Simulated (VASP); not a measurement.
Here is the system:

```yaml
crystal:
  lattice:
    - [1.25500, -2.17372, 0.00000]
    - [1.25500, 2.17372, 0.00000]
    - [0.00000, 0.00000, 4.07000]
  atoms:
    - { symbol: Co, position: [0.33333, 0.66667, 0.25000], spin: 1.8 }
    - { symbol: Co, position: [0.66667, 0.33333, 0.75000], spin: 1.8 }
```

All values below come from PBE GGA, VASP's PBE PAW potentials (set 64) (plane waves; VASP). Settings: 400 eV cut-off, 13×13×7 Γ-centred mesh, first-order Methfessel-Paxton smearing of 0.10 eV, potentials Co.

Question: Give the stress tensor in GPa (positive for a compressed cell).

Answer: 
```
-5.33   0.00   0.00
 0.00  -5.33   0.00
 0.00   0.00  -6.38
```
The pressure is its mean diagonal, -5.68 GPa.

The compound is Co in the hcp structure. The cell was not relaxed at this level.
